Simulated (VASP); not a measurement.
An input for Ansatz (written as the equivalent of a VASP run, and not itself run):

Ansatz 0.2 input:
```yaml
crystal:
  lattice:
    - [0.0000000, 2.7632428, 2.7632428]
    - [2.7632428, 0.0000000, 2.7632428]
    - [2.7632428, 2.7632428, 0.0000000]
  atoms:
    - { symbol: Ag, position: [0.0000000, 0.0000000, 0.0000000] }
    - { symbol: Br, position: [0.5000000, 0.5000000, 0.5000000] }
kpoints:
  mp_grid: { grid: [8, 8, 8] }
hamiltonian:
  xc: pbe
  pseudopotentials: { kind: paw }
scf:
  occupations: { method: gaussian, width: 0.05 }
  max_iter: 100
relax:
  max_steps: 40
  f_tol: 0.01
  cell: { p_target: 10 }
output: { forces: true, stress: true, eigenvalues: true }
```

Write the VASP files for the same calculation (PBE).

One answer among several that fit: 
### POSCAR
```
AgBr
1.0
  0.0000000000   2.7632428423   2.7632428423
  2.7632428423   0.0000000000   2.7632428423
  2.7632428423   2.7632428423   0.0000000000
Ag Br
1 1
Cartesian
  0.0000000000   0.0000000000   0.0000000000
  2.7632428423   2.7632428423   2.7632428423
```

**KPOINTS**
```
Automatic mesh
0
Gamma
8 8 8
0 0 0
```

### INCAR
```
ALGO = Normal
EDIFF = 1E-7
EDIFFG = -0.01
ENCUT = 480
GGA = PE
IBRION = 2
ISIF = 3
ISMEAR = 0
LASPH = .TRUE.
LCHARG = .FALSE.
LMAXMIX = 4
LREAL = .FALSE.
LWAVE = .FALSE.
NELM = 100
NSW = 40
PREC = Accurate
PSTRESS = 100
SIGMA = 0.05
SYSTEM = AgBr
```

POTCAR, in this order: Ag Br (PBE.64 set). Program: vasp_std.

Limits of the translation: each code has its own PAW files, so the cut-off isn't converted (ENCUT is set for VASP's; basis.ecutwfc is left out, and Ansatz then takes the one that its files recommend); Ansatz stops its SCF on the density residual and VASP on the energy change (EDIFF).

The compound is AgBr in the rock salt structure. It was relaxed first under an external pressure of 10 GPa.
